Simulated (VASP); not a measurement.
# Y2Ge3 (P-6m2) in VASP: further runs

One crystal, Y2Ge3, is run at these levels: PBE, RPBE; tasks: single point.

Everything below comes from runs of VASP 6.6.1. Logs are shortened: lines on timing, memory, paths and dates and some standing lists are left out, and cuts for length are marked.

### Step 1. Starting point

The structure is hexagonal, space group P-6m2 (No. 187). The conventional cell has a = 4.392 Å, b = 4.392 Å, c = 7.107 Å, α = 90.00°, β = 90.00°, γ = 120.00°. Y (site symmetry 3m) has 9 Ge at 3.02 to 3.18 Å and 1 Y at 3.27 Å as nearest neighbours. Around Ge (site symmetry -6m2) lie 3 Ge at 2.54 Å. Ge (site symmetry -6m2) is surrounded by 6 Y at 3.02 Å. Around Ge (site symmetry -6m2) lie 3 Ge at 2.54 Å.

The cell comes from a database or a generator and needn't be the stable form of this composition.

### Step 2. Single point, PBE

File INCAR:

```
PREC = Accurate
ENCUT = 520
EDIFF = 1E-6
ISMEAR = 0
SIGMA = 0.1
LREAL = False
LASPH = True
NELM = 100
ALGO = Normal
ISIF = 2
LWAVE = False
LCHARG = False
GGA = PE
```

File KPOINTS:

```
Automatic mesh
0
Gamma
  7 7 4
```

File POSCAR:

```
Y2Ge3
1.0
    4.3924264328      0.0000000000      0.0000000000
   -2.1962132164      3.8039528751      0.0000000000
    0.0000000000      0.0000000000      7.1072950000
Y Ge
2 3
Cartesian
    0.0000000000      0.0000000000      1.9194742679
    0.0000000000      0.0000000000      5.1878207321
    2.1962132166      1.2679842916      0.0000000000
    2.1962132166      1.2679842916      3.5536475000
   -0.0000000002      2.5359685835      0.0000000000
```

Potentials or basis: VASP PAW PBE potentials, release 64 (Y_sv, Ge_d).

Command:

```sh
$ cat potpaw_PBE.64/Y_sv/POTCAR potpaw_PBE.64/Ge_d/POTCAR > POTCAR
$ mpirun -np 1 vasp_std > vasp.out
```

OUTCAR:

```text
PREC = Accurate
   ENCUT = 520
   EDIFF = 1E-6
   ISMEAR = 0
   LREAL = False
   LASPH = True
   NELM = 100
   ISIF = 2
   GGA = PE

 ion  position               nearest neighbor table
   1  0.000  0.000  0.270-   4 3.02   4 3.02   4 3.02   5 3.18   3 3.18   3 3.18   5 3.18   3 3.18
                             5 3.18   2 3.27   2 3.84
   2  0.000  0.000  0.730-   4 3.02   4 3.02   4 3.02   5 3.18   3 3.18   3 3.18   5 3.18   3 3.18
                             5 3.18   1 3.27   1 3.84
   3  0.667  0.333  0.000-   5 2.54   5 2.54   5 2.54   1 3.18   2 3.18   1 3.18   2 3.18   1 3.18
                             2 3.18
   4  0.667  0.333  0.500-   1 3.02   2 3.02   1 3.02   2 3.02   1 3.02   2 3.02
   5  0.333  0.667  0.000-   3 2.54   3 2.54   3 2.54   1 3.18   2 3.18   2 3.18   1 3.18   2 3.18
                             1 3.18

  LATTYP: Found a hexagonal cell.
 ALAT       =     4.3924264328
 C/A-ratio  =     1.6180794622

  Lattice vectors:

 A1 = (   4.3924264328,   0.0000000000,   0.0000000000)
 A2 = (  -2.1962132164,   3.8039528751,   0.0000000000)
 A3 = (   0.0000000000,   0.0000000000,   7.1072950000)

Analysis of symmetry for initial positions (statically):
=====================================================================
 Subroutine PRICEL returns:
 Original cell was already a primitive cell.

 Routine SETGRP: Setting up the symmetry group for a
 hexagonal supercell.

 Subroutine GETGRP returns: Found 12 space group operations
 (whereof 12 operations were pure point group operations)
 out of a pool of 24 trial point group operations.

The static configuration has the point symmetry D_3h.

Analysis of symmetry for dynamics (positions and initial velocities):
=====================================================================
 Subroutine PRICEL returns:
 Original cell was already a primitive cell.

 Routine SETGRP: Setting up the symmetry group for a
 hexagonal supercell.

 Subroutine GETGRP returns: Found 12 space group operations
 (whereof 12 operations were pure point group operations)
 out of a pool of 24 trial point group operations.

The dynamic configuration has the point symmetry D_3h.

 Subroutine INISYM returns: Found 12 space group operations
 (whereof 12 operations are pure point group operations),
 and found     1 'primitive' translations

----------------------------------------------------------------------------------------

[... 99 lines left out ...]
   EDIFFG = 0.1E-04   stopping-criterion for IOM
   NSW    =      0    number of steps for IOM
   IBRION =     -1    ionic relax: 0-MD 1-quasi-New 2-CG
   NFREE  =      0    steps in history (QN), initial steepest desc. (CG)
   ISIF   =      2    stress and relaxation
   ISYM   =      2    0-nonsym 1-usesym 2-fastsym
   POTIM  = 0.5000    time-step for ionic-motion
   TEBEG  =    0.0;   TEEND  =   0.0 temperature during run
   PSTRESS=    0.0 pullay stress
   NELECT =      64.0000    total number of electrons
   NUPDOWN=      -1.0000    fix difference up-down
   EMIN   =  10.00;   EMAX   =-10.00  energy-range for DOS
   EFERMI =   0.00;   METHOD = LEGACY
   ISMEAR =     0;   SIGMA  =   0.10  broadening in eV -4-tet -1-fermi 0-gaus
   EFERMI_NEDOS =   21; number of points for ismear=-14 and -15
   IALGO  =     38    algorithm
   IMIX   =      4    mixing-type and parameters
     AMIX     =   0.40;   BMIX     =  1.00
     AMIX_MAG =   1.60;   BMIX_MAG =  1.00
  volume/ion in A,a.u.               =      23.75       160.28
  Fermi-wavevector in a.u.,A,eV,Ry     =   1.332253  2.517594 24.148968  1.774899
  Thomas-Fermi vector in A             =   2.461202
   LORBIT       =      0    0 simple, 1 ext, 2 COOP (PROOUT), +10 PAW based schemes
   GGA     = PE    functional components
   LHFCALC =     F    Hartree Fock is set to
   AEXX    =    0.0000 exact exchange contribution
   IVDW    =     0    specifies the selected vdW correction
   LEPSILON=     F    determine dielectric tensor
   LRPA    =     F    only Hartree local field effects (RPA)
 non-spin polarized calculation
 Gauss-broadening in eV      SIGMA  =   0.10
  energy-cutoff  :      520.00
  volume of cell :      118.75
 maximum number of plane-waves:      3214
 NGX is ok and might be reduce to    36
   NGX = 17   NGY = 17   NGZ = 27

 number of electron      63.9999992 magnetization

 Free energy of the ion-electron system (eV)
  ---------------------------------------------------
  ext. energy  EPLUGINS =         0.00000000
  ---------------------------------------------------
  free energy    TOTEN  =       -28.98256551 eV

  energy without entropy =      -28.97564781  energy(sigma->0) =      -28.97910666

 E-fermi :   4.5668     XC(G=0): -10.2955

 val. band max:        4.5151476558   @ k =   0.4286   0.1429   0.0000
 cond. band min:       4.5974787391   @ k =   0.4286   0.1429   0.5000
 fundamental gap:      0.0823310834
 Fermi energy:         4.5667733680

 k-point     1 :       0.0000    0.0000    0.0000
  band No.  band energies     occupation
      1     -38.0121      2.00000
      2     -37.9750      2.00000
      3     -20.0362      2.00000
      4     -20.0362      2.00000
      5     -20.0171      2.00000
      6     -20.0068      2.00000
[... 973 lines left out ...]
     37       7.7136      0.00000
     38       8.0518      0.00000

------------------------ aborting loop because EDIFF is reached ----------------------------------------

  FORCE on cell =-STRESS in cart. coord.  units (eV):
  Direction    XX          YY          ZZ          XY          YZ          ZX
  --------------------------------------------------------------------------------------
  -------------------------------------------------------------------------------------
  Total        0.3563767      0.3563767      0.0316369     -0.0000000     -0.0000000     -0.0000000
  in kB        4.8081273      4.8081273      0.4268358     -0.0000000     -0.0000000     -0.0000000
  external PRESSURE =       3.3476968 kB  Pullay stress =       0.0000000 kB

 VOLUME and BASIS-vectors are now :
 -----------------------------------------------------------------------------
  energy-cutoff  :      520.00
  volume of cell :      118.75
      direct lattice vectors                 reciprocal lattice vectors
     4.392426433  0.000000000  0.000000000     0.227664598  0.131442217  0.000000000
    -2.196213216  3.803952875  0.000000000     0.000000000  0.262884434  0.000000000
     0.000000000  0.000000000  7.107295000     0.000000000  0.000000000  0.140700506

 POSITION                                       TOTAL-FORCE (eV/Angst)
 -----------------------------------------------------------------------------------
      0.00000      0.00000      1.91947        -0.000000     -0.000000     -0.146476
      0.00000      0.00000      5.18782        -0.000000      0.000000      0.146476
      2.19621      1.26798      0.00000         0.000000     -0.000000      0.000000
      2.19621      1.26798      3.55365        -0.000000      0.000000      0.000000
     -0.00000      2.53597      0.00000         0.000000     -0.000000      0.000000
 -----------------------------------------------------------------------------------
    total drift:                                0.000000     -0.000000      0.000000

  FREE ENERGIE OF THE ION-ELECTRON SYSTEM (eV)
  ---------------------------------------------------
  free  energy   TOTEN  =       -28.9825655051 eV

  energy  without entropy=      -28.9756478068  energy(sigma->0) =      -28.97910666
```

Run time: 2.7 min. Hardware: 1 thread of AMD EPYC 7R13 (Zen 3), shared host; peak memory 0.27 GiB.

What came out:

| Quantity | Value |
| --- | --- |
| Free energy | -28.9826 eV |
| Pressure | 0.3 GPa |
| Largest force | 0.146 eV/Å |
| Band gap on the k mesh | none (metal or under the smearing width) |

Forces on the atoms (eV/Å):
```
Y    0.000  0.000 -0.146
Y    0.000  0.000  0.146
Ge   0.000  0.000  0.000
Ge   0.000  0.000  0.000
Ge   0.000  0.000  0.000
```

Stress tensor (GPa, compression positive):
```
0.48 0.00 0.00
0.00 0.48 0.00
0.00 0.00 0.04
```

Levels at points of the mesh, in eV from the Fermi level:
```tsv
k point	band 30	band 31	band 32	band 33	band 34	band 35
(0.00, 0.00, 0.00)	-0.51	-0.51	-0.06	0.77	0.77	1.11
(0.00, 0.00, 0.50)	-1.69	-0.47	-0.47	0.16	0.16	1.63
```

### Step 3. Single point, PBE

File run.py:

```python
from ase.calculators.vasp import Vasp
from ase.dft.bandgap import bandgap
from ase.spacegroup import crystal

atoms = crystal(
    ['Y', 'Ge', 'Ge', 'Ge'],
    basis=[[0.0, 0.0, 0.270071], [0.6666666667, 0.3333333333, 0.0], [0.6666666667, 0.3333333333, 0.5], [0.3333333333, 0.6666666667, 0.0]],
    spacegroup=187,
    setting=1,
    cellpar=[4.39242643, 4.39242643, 7.107295, 90.0, 90.0, 120.0],
    primitive_cell=True,
)
calc = Vasp(
    directory='calc',
    xc='pbe',
    pp='PBE',
    setups='recommended',
    prec='Accurate',
    encut=520,
    ediff=1e-06,
    ismear=0,
    sigma=0.1,
    lreal=False,
    lasph=True,
    nelm=60,
    algo='Fast',
    isif=2,
    lwave=False,
    lcharg=False,
    kpts=[7, 7, 4],
    gamma=True,
    nbands=40,
)
atoms.calc = calc

print('energy (eV):', atoms.get_potential_energy())
print('free energy (eV):', atoms.get_potential_energy(force_consistent=True))
print('forces (eV/A):')
print(atoms.get_forces())
print('stress (eV/A^3, Voigt):', atoms.get_stress())
print('Fermi level (eV):', calc.get_fermi_level())
gap, top, bottom = bandgap(calc)
print('band gap (eV):', gap, 'from (spin, k, band)', top, 'to', bottom)
```

Potentials or basis: VASP PAW PBE potentials, release 64 (Y_sv, Ge_d).

Command:

```sh
$ python run.py
```

Run time: 11 min. Hardware: 1 thread of AMD EPYC 7R13 (Zen 3), shared host; peak memory 0.29 GiB.

It converged, with:

* Free energy: -28.9826 eV
* Pressure: 0.3 GPa
* Largest force: 0.147 eV/Å
* Band gap on the k mesh: none (metal or under the smearing width)

Forces in eV/Å, atoms in the order of the input:
```
Y    0.000  0.000 -0.147
Y    0.000  0.000  0.147
Ge   0.000  0.000  0.000
Ge   0.000  0.000  0.000
Ge   0.000  0.000  0.000
```

Stress tensor (GPa, compression positive):
```
0.47 0.00 0.00
0.00 0.47 0.00
0.00 0.00 0.03
```

Levels at points of the mesh, in eV from the Fermi level:
```
           k point  band 30  band 31  band 32  band 33  band 34  band 35
(0.00, 0.00, 0.00)    -0.51    -0.51    -0.06     0.77     0.77     1.11
(0.00, 0.00, 0.50)    -1.69    -0.47    -0.47     0.16     0.16     1.63
```

### Step 4. Single point, RPBE

File INCAR:

```
  PREC = Accurate
  ENCUT = 520
  EDIFF = 1E-6
  ISMEAR = 0
  SIGMA = 0.05
  LREAL = False
  LASPH = True
  NELM = 80
  ALGO = Normal
  ISIF = 2
  LWAVE = False
  LCHARG = False
  GGA = RP
```

File KPOINTS:

```
regular mesh
0
Gamma
  7 7 4
```

File POSCAR:

```
Y2Ge3
1.0
    4.3924264328      0.0000000000      0.0000000000
   -2.1962132164      3.8039528751      0.0000000000
    0.0000000000      0.0000000000      7.1072950000
Y Ge
2 3
Direct
    0.0000000000      0.0000000000      0.2700710000
    0.0000000000      0.0000000000      0.7299290000
    0.6666666667      0.3333333333      0.0000000000
    0.6666666667      0.3333333333      0.5000000000
    0.3333333333      0.6666666667      0.0000000000
```

Command:

```sh
$ cat potpaw_PBE.64/Y_sv/POTCAR potpaw_PBE.64/Ge_d/POTCAR > POTCAR
$ mpirun -np 1 vasp_std > vasp.out
```

Run time: 50 s. Hardware: 1 thread of Intel Xeon 6975P-C (Granite Rapids), shared host; peak memory 0.31 GiB.

The run converged. Its results:

```yaml
Free_energy: -27.1662 eV
Pressure: 2.1 GPa
Largest_force: 0.139 eV/Å
Band_gap_on_the_k_mesh: none (metal or under the smearing width)
```

Forces in eV/Å, atoms in the order of the input:
```
Y    0.000  0.000 -0.139
Y    0.000  0.000  0.139
Ge   0.000  0.000  0.000
Ge   0.000  0.000  0.000
Ge   0.000  0.000  0.000
```

Stress tensor (GPa, compression positive):
```
2.30 0.00 0.00
0.00 2.30 0.00
0.00 0.00 1.72
```

Levels at points of the mesh, in eV from the Fermi level:
```csv
k point,band 30,band 31,band 32,band 33,band 34,band 35
"(0.00, 0.00, 0.00)",-0.52,-0.52,-0.05,0.76,0.76,1.10
"(0.00, 0.00, 0.50)",-1.68,-0.47,-0.47,0.15,0.15,1.65
```

Caveat: the PAW data sets were made with another functional, which shifts forces and pressure a little.

(Part 1 of 2 ends here.)
